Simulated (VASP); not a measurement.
Given:

```xyz
2
Lattice="0.0000 2.4392 2.4392 2.4392 0.0000 2.4392 2.4392 2.4392 0.0000" Properties=species:S:1:pos:R:3 pbc="T T T"
Gd     0.0000     0.0000     0.0000
N      2.4392     2.4392     2.4392
```

Level of theory: PBE GGA, VASP's PBE PAW potentials (set 64) (plane waves; VASP 6.6.1). Numerical set-up: 520 eV cut-off, 13×13×13 Γ-centred mesh, first-order Methfessel-Paxton smearing of 0.10 eV, potentials Gd_3 N.

The 4f electrons are frozen in the core of the lanthanide potential, so 4f levels, which can set the real gap, and their magnetism are missing.

What does the run give for the energy per atom (σ→0), pressure, band gap (on the k-mesh) with the smallest direct gap where there is one?

band gap (on the k-mesh): none (metal, semimetal or under 0.01 eV)
energy per atom (σ→0): -8.052 eV/atom
pressure: 11.05 GPa

The compound is GdN in the rock salt structure. This cell is one point of a volume scan, at 0.94 of the reference volume.
